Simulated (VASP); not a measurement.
Given:

```xyz
4
Lattice="3.8083 0.0000 0.0000 -1.9042 3.2981 0.0000 0.0000 0.0000 6.2402" Properties=species:S:1:pos:R:3 pbc="T T T"
Zn     0.0000     2.1987     0.0013
Zn     1.9042     1.0994     3.1213
S      0.0000     2.1987     2.3388
S      1.9042     1.0994     5.4589
```

These are r2SCAN meta-GGA, VASP's PBE PAW potentials (set 64) (plane waves; VASP) values and carry that method's errors. Settings: 480 eV cut-off, 6×6×3 Γ-centred mesh, Gaussian smearing of 0.050 eV, potentials Zn S.

Predict the energy per atom (σ→0), band gap (on the k-mesh) with the smallest direct gap where there is one.

* **band gap (on the k-mesh)**: 2.79 eV
* **smallest direct gap (on the k-mesh)**: 2.79 eV
* **energy per atom (σ→0)**: -9.430 eV/atom

Total energies compare only between runs with the same potentials, cut-off and functional.

The compound is ZnS in the wurtzite structure, the high-temperature form. It was relaxed first. The start is the result of an earlier pass.
